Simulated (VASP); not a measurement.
# Si24H8Cl in VASP: settings compared, part 3 of 3

VASP 6.6.1.

## 5. Single point, RPBE+D3(BJ)

INCAR

```
SYSTEM = Si24H8Cl
PREC = Accurate
ENCUT = 400
EDIFF = 1E-6
ISMEAR = 0
SIGMA = 0.05
LREAL = Auto
LASPH = .TRUE.
NELM = 100
ALGO = Fast
ISIF = 2
LWAVE = .FALSE.
LCHARG = .FALSE.
GGA = RP
IVDW = 12
NBANDS = 150
ISYM = 0
NCORE = 4
```

KPOINTS

```
Automatic mesh
0
G
  1 1 1
  0 0 0
```

POSCAR is that of step 4.

Launch:

```console
$ cat potpaw_PBE.64/Si/POTCAR potpaw_PBE.64/H/POTCAR potpaw_PBE.64/Cl/POTCAR > POTCAR
$ mpirun -np 8 vasp_gam > vasp.out
```

It took 2.2 min on 8 MPI ranks of Intel Xeon Platinum 8488C (Sapphire Rapids), shared host; peak memory 0.36 GiB.

It converged, with:

- Free energy: -350.5688 eV
- Largest force: 0.509 eV/Å
- Band gap on the k mesh: 0.51 eV, direct
- Dispersion energy per atom: -0.817 eV

Forces in eV/Å, atoms in the order of the input:
```
Si  -0.017  0.023 -0.012
Si  -0.005  0.030  0.083
Si   0.026  0.006 -0.110
Si   0.299  0.022 -0.411
Si   0.043  0.025 -0.383
Si   0.007  0.007 -0.383
Si  -0.223 -0.032 -0.405
Si   0.102 -0.028 -0.428
Si  -0.137  0.217 -0.247
Si   0.071  0.051 -0.333
Si   0.164  0.165 -0.202
Si   0.208 -0.070 -0.160
Si  -0.178 -0.036 -0.145
Si  -0.237  0.090 -0.107
Si  -0.223 -0.271 -0.207
Si   0.120 -0.154 -0.300
Si  -0.017  0.026 -0.097
Si   0.120  0.069 -0.087
Si   0.063  0.081  0.035
Si  -0.092 -0.112 -0.002
Si  -0.012 -0.007 -0.088
Si  -0.034  0.004 -0.098
Si  -0.031 -0.020 -0.111
Si   0.012 -0.089 -0.154
Si   0.004 -0.008 -0.004
Si   0.006  0.012  0.086
Si  -0.018  0.002  0.092
Si   0.011 -0.009  0.071
Si  -0.002  0.009  0.017
Si   0.015 -0.006  0.018
Si  -0.003  0.011  0.011
Si  -0.012 -0.004  0.102
Si  -0.029  0.004  0.171
Si   0.029  0.004  0.144
Si   0.019  0.004  0.155
Si   0.021 -0.007  0.147
Si  -0.014 -0.007  0.156
Si  -0.036  0.001  0.151
Si  -0.018  0.001  0.161
Si   0.020 -0.004  0.152
Si   0.193  0.000  0.245
Si  -0.263  0.010  0.216
Si  -0.273  0.007  0.235
Si  -0.248  0.031  0.244
Si   0.254  0.047  0.148
Si   0.268 -0.044  0.136
Si   0.208 -0.009  0.230
Si  -0.228 -0.042  0.269
H   -0.289 -0.017  0.046
H    0.278  0.006  0.105
H   -0.270  0.028  0.125
H    0.286 -0.004  0.035
H   -0.273 -0.037  0.123
H    0.295  0.011  0.031
H   -0.273  0.027  0.116
H    0.313 -0.018  0.039
H   -0.315  0.019  0.030
H    0.279  0.006  0.107
H   -0.311 -0.017  0.023
H    0.280 -0.005  0.107
H   -0.285  0.019  0.035
H    0.278 -0.010  0.106
H   -0.271 -0.021  0.120
H    0.301  0.019  0.048
Cl  -0.017 -0.001 -0.073
Cl   0.059 -0.002 -0.127
```

Levels at points of the mesh, in eV from the valence-band top:
```
           k point  band 107  band 108  band 109  band 110  band 111  band 112  band 113  band 114  band 115  band 116
(0.00, 0.00, 0.00)     -0.66     -0.48     -0.39     -0.08      0.00      0.51      0.61      1.10      1.17      1.19
```

Caveat: the PAW data sets were made with another functional, which shifts forces and pressure a little.

## 6. Overview

| task | level | cell | gap on the mesh (eV) | largest force (eV/Å) |
| --- | --- | --- | --- | --- |
| relaxation of the atoms | PBE+D3(BJ) | atoms relaxed | 0.49 | - |
| single point | PBE | as given | 0.49 | 0.38 |
| single point | RPBE | as given | 0.51 | 0.46 |
| single point | RPBE+D3(BJ) | as given | 0.51 | 0.51 |

Alike in all rows: potentials or basis VASP PAW PBE potentials, release 64 (Si, H, Cl); no spin polarisation; k mesh 1 × 1 × 1; cutoff (eV) 400; smearing gaussian 0.05 eV.

On the cell as given the gap runs from 0.49 eV (PBE) to 0.51 eV (RPBE).

Caveats: the PAW data sets were made with another functional, which shifts forces and pressure a little (some runs).

Total energies depend on the potentials used, so only differences within one code and one set of settings carry meaning.
